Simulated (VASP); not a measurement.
Data:

```
MgS
1.0
    0.00000     2.60000     2.60000
    2.60000     0.00000     2.60000
    2.60000     2.60000     0.00000
Mg S
1 1
Direct
  0.00000   0.00000   0.00000
  0.50000   0.50000   0.50000
```

Calculation: PBE GGA, VASP's PBE PAW potentials (set 64) (plane waves; VASP 6.6.1). Run with 520 eV cut-off, 8×8×8 Γ-centred mesh, Gaussian smearing of 0.050 eV, potentials Mg S.

Question: The ions, cell shape and volume are relaxed. Predict the relaxed structure.

Answer: 
```
MgS
1.0
    0.00000     2.61138     2.61138
    2.61138     0.00000     2.61138
    2.61138     2.61138     0.00000
Mg S
1 1
Cartesian
  0.00000   0.00000   0.00000
  2.61138   2.61138   2.61138
```
Space group Fm-3m (225), at a tolerance of 0.03 Å.

Question: How do energy and volume change from the first to the last step?

Answer: The energy (σ→0) changes by -0.7 meV/atom and the volume by +1.3 %, in 3 ionic steps.

The compound is MgS in the rock salt structure. This run relaxes it. Symmetry was kept, so distortions that lower it aren't found.
